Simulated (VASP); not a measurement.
Here is the system:

```
BaZrO3
1.0
    4.17394     0.00000     0.00000
    0.00000     4.17394     0.00000
    0.00000     0.00000     4.17394
Ba Zr O
1 1 3
Cartesian
  0.00000   0.00000   0.00000
  2.08697   2.08697   2.08697
  2.08697   0.00000   2.08697
  0.00000   2.08697   2.08697
  2.08697   2.08697   0.00000
```

These are PBE GGA with D4 dispersion, VASP's PBE PAW potentials (set 64) (plane waves; VASP 6.6.1) values and carry that method's errors. Numerical set-up: 520 eV cut-off, 5×5×5 Γ-centred mesh, Gaussian smearing of 0.050 eV, potentials Ba_sv Zr_sv O.

Task: Give the stress tensor in GPa (positive for a compressed cell).

Result: 
```
4.95  0.00  0.00
0.00  4.95  0.00
0.00  0.00  4.95
```
The pressure is its mean diagonal, 4.95 GPa.

The compound is BaZrO3 in the cubic perovskite structure. This cell is one point of a volume scan, at 0.97 of the reference volume.
